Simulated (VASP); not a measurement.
These are PBE GGA, VASP's PBE PAW potentials (set 64) (plane waves; VASP) values and carry that method's errors.

VASP ran on this input.

File POSCAR:
```
Pb32Te32
1.0
 13.1200611128   0.0000000000   0.0000000000
  0.0000000000  13.1200611128   0.0000000000
  0.0000000000   0.0000000000  13.1200611128
Te Pb
32 32
Direct
  0.7500000000   0.2500000000   0.2500000000
  0.0000000000   0.5000000000   0.2500000000
  0.0000000000   0.2500000000   0.5000000000
  0.2500000000   0.2500000000   0.2500000000
  0.5000000000   0.5000000000   0.2500000000
  0.7500000000   0.7500000000   0.2500000000
  0.0000000000   0.0000000000   0.2500000000
  0.5000000000   0.2500000000   0.5000000000
  0.7500000000   0.5000000000   0.5000000000
  0.0000000000   0.7500000000   0.5000000000
  0.7500000000   0.2500000000   0.7500000000
  0.0000000000   0.5000000000   0.7500000000
  0.0000000000   0.2500000000   0.0000000000
  0.2500000000   0.7500000000   0.2500000000
  0.5000000000   0.0000000000   0.2500000000
  0.2500000000   0.5000000000   0.5000000000
  0.5000000000   0.7500000000   0.5000000000
  0.7500000000   0.0000000000   0.5000000000
  0.2500000000   0.2500000000   0.7500000000
  0.5000000000   0.5000000000   0.7500000000
  0.7500000000   0.7500000000   0.7500000000
  0.0000000000   0.0000000000   0.7500000000
  0.5000000000   0.2500000000   0.0000000000
  0.7500000000   0.5000000000   0.0000000000
  0.0000000000   0.7500000000   0.0000000000
  0.2500000000   0.0000000000   0.5000000000
  0.2500000000   0.7500000000   0.7500000000
  0.5000000000   0.0000000000   0.7500000000
  0.2500000000   0.5000000000   0.0000000000
  0.5000000000   0.7500000000   0.0000000000
  0.7500000000   0.0000000000   0.0000000000
  0.2500000000   0.0000000000   0.0000000000
  0.5000000000   0.0000000000   0.0000000000
  0.7500000000   0.2500000000   0.0000000000
  0.7500000000   0.0000000000   0.2500000000
  0.0000000000   0.0000000000   0.0000000000
  0.2500000000   0.2500000000   0.0000000000
  0.5000000000   0.5000000000   0.0000000000
  0.7500000000   0.7500000000   0.0000000000
  0.2500000000   0.0000000000   0.2500000000
  0.5000000000   0.2500000000   0.2500000000
  0.7500000000   0.5000000000   0.2500000000
  0.5000000000   0.0000000000   0.5000000000
  0.7500000000   0.2500000000   0.5000000000
  0.7500000000   0.0000000000   0.7500000000
  0.0000000000   0.5000000000   0.0000000000
  0.2500000000   0.7500000000   0.0000000000
  0.0000000000   0.2500000000   0.2500000000
  0.2500000000   0.5000000000   0.2500000000
  0.5000000000   0.7500000000   0.2500000000
  0.0000000000   0.0000000000   0.5000000000
  0.2500000000   0.2500000000   0.5000000000
  0.5000000000   0.5000000000   0.5000000000
  0.7500000000   0.7500000000   0.5000000000
  0.2500000000   0.0000000000   0.7500000000
  0.5000000000   0.2500000000   0.7500000000
  0.7500000000   0.5000000000   0.7500000000
  0.0000000000   0.7500000000   0.2500000000
  0.0000000000   0.5000000000   0.5000000000
  0.2500000000   0.7500000000   0.5000000000
  0.0000000000   0.2500000000   0.7500000000
  0.2500000000   0.5000000000   0.7500000000
  0.5000000000   0.7500000000   0.7500000000
  0.0000000000   0.7500000000   0.7500000000
```

File KPOINTS:
```
Automatic
0
G
 1 1 1
```

### INCAR
```
ALGO  =  Fast
EDIFF  =  1E-6
ENCUT  =  400
GGA  =  PE
ISMEAR  =  0
LASPH  =  .TRUE.
LCHARG  =  .FALSE.
LMAXMIX  =  4
LORBIT  =  11
LREAL  =  Auto
LVHAR  =  .TRUE.
LWAVE  =  .FALSE.
NELM  =  100
NELMIN  =  4
PREC  =  Normal
SIGMA  =  0.05
SYSTEM  =  Pb32Te32
```

POTCAR, in this order: Te Pb (PBE.64 set). Program: vasp_gam. Read from the step before: WAVECAR.

The resulting files:

OSZICAR:
```
       N       E                     dE             d eps       ncg     rms          rms(c)
DAV:   1    -0.223530337933E+03   -0.22353E+03   -0.15836E-02   475   0.144E-01    0.157E-01
RMM:   2    -0.223529392351E+03    0.94558E-03   -0.27482E-03   400   0.644E-02    0.127E-01
RMM:   3    -0.223529319219E+03    0.73132E-04   -0.10902E-03   437   0.336E-02    0.508E-02
RMM:   4    -0.223529316508E+03    0.27110E-05   -0.11245E-04   458   0.130E-02    0.329E-02
RMM:   5    -0.223529313585E+03    0.29234E-05   -0.62736E-05   442   0.772E-03    0.626E-03
RMM:   6    -0.223529315108E+03   -0.15228E-05   -0.12009E-05   388   0.392E-03    0.635E-03
RMM:   7    -0.223529314572E+03    0.53582E-06   -0.21318E-06   304   0.184E-03
   1 F= -.22352931E+03 E0= -.22352931E+03  d E =-.119787E-11
```

### OUTCAR
```
------------------------ aborting loop because EDIFF is reached ----------------------------------------
  FORCE on cell =-STRESS in cart. coord.  units (eV):
  Direction    XX          YY          ZZ          XY          YZ          ZX
  --------------------------------------------------------------------------------------
  Total       22.8490859     22.8490859     22.8490859     -0.0000000      0.0000000      0.0000000
  in kB       16.2095829     16.2095829     16.2095829     -0.0000000      0.0000000      0.0000000
  external PRESSURE =      16.2095829 kB  Pullay stress =       0.0000000 kB
  volume of cell :     2258.43
      direct lattice vectors                 reciprocal lattice vectors
    13.120061113  0.000000000  0.000000000     0.076219157  0.000000000  0.000000000
     0.000000000 13.120061113  0.000000000     0.000000000  0.076219157  0.000000000
     0.000000000  0.000000000 13.120061113     0.000000000  0.000000000  0.076219157
  FREE ENERGIE OF THE ION-ELECTRON SYSTEM (eV)
  ---------------------------------------------------
  free  energy   TOTEN  =      -223.5293145718 eV

  energy  without entropy=     -223.5293145718  energy(sigma->0) =     -223.52931457

 total charge

# of ion       s       p       d       tot
------------------------------------------
    1        1.355   2.039   0.013   3.406
    2        1.355   2.039   0.013   3.406
    3        1.355   2.039   0.013   3.406
    4        1.355   2.039   0.013   3.406
    5        1.355   2.039   0.013   3.406
    6        1.355   2.039   0.013   3.406
    7        1.355   2.039   0.013   3.406
    8        1.355   2.039   0.013   3.406
    9        1.355   2.039   0.013   3.406
   10        1.355   2.039   0.013   3.406
   11        1.355   2.039   0.013   3.406
   12        1.355   2.039   0.013   3.406
   13        1.355   2.039   0.013   3.406
   14        1.355   2.039   0.013   3.406
   15        1.355   2.039   0.013   3.406
   16        1.355   2.039   0.013   3.406
   17        1.355   2.039   0.013   3.406
   18        1.355   2.039   0.013   3.406
   19        1.355   2.039   0.013   3.406
   20        1.355   2.039   0.013   3.406
   21        1.355   2.039   0.013   3.406
   22        1.355   2.039   0.013   3.406
   23        1.355   2.039   0.013   3.406
   24        1.355   2.039   0.013   3.406
   25        1.355   2.039   0.013   3.406
   26        1.355   2.039   0.013   3.406
   27        1.355   2.039   0.013   3.406
   28        1.355   2.039   0.013   3.406
   29        1.355   2.039   0.013   3.406
   30        1.355   2.039   0.013   3.406
   31        1.355   2.039   0.013   3.406
   32        1.355   2.039   0.013   3.406
   33        1.809   0.906   0.117   2.831
   34        1.809   0.906   0.117   2.831
   35        1.809   0.906   0.117   2.831
   36        1.809   0.906   0.117   2.831
   37        1.809   0.906   0.117   2.831
   38        1.809   0.906   0.117   2.831
   39        1.809   0.906   0.117   2.831
   40        1.809   0.906   0.117   2.831
   41        1.809   0.906   0.117   2.831
   42        1.809   0.906   0.117   2.831
   43        1.809   0.906   0.117   2.831
   44        1.809   0.906   0.117   2.831
   45        1.809   0.906   0.117   2.831
   46        1.809   0.906   0.117   2.831
   47        1.809   0.906   0.117   2.831
   48        1.809   0.906   0.117   2.831
   49        1.809   0.906   0.117   2.831
   50        1.809   0.906   0.117   2.831
   51        1.809   0.906   0.117   2.831
   52        1.809   0.906   0.117   2.831
   53        1.809   0.906   0.117   2.831
   54        1.809   0.906   0.117   2.831
   55        1.809   0.906   0.117   2.831
   56        1.809   0.906   0.117   2.831
   57        1.809   0.906   0.117   2.831
   58        1.809   0.906   0.117   2.831
   59        1.809   0.906   0.117   2.831
   60        1.809   0.906   0.117   2.831
   61        1.809   0.906   0.117   2.831
   62        1.809   0.906   0.117   2.831
   63        1.809   0.906   0.117   2.831
   64        1.809   0.906   0.117   2.831
--------------------------------------------------
tot        101.229  94.223   4.154 199.606
```
(Selected blocks of OUTCAR.)

The supercell is sampled at Γ alone, which is coarse: total energies, pressure and levels can be off, energies of defects by several tenths of an eV.

The cell is a supercell, built from PbTe (rock salt).
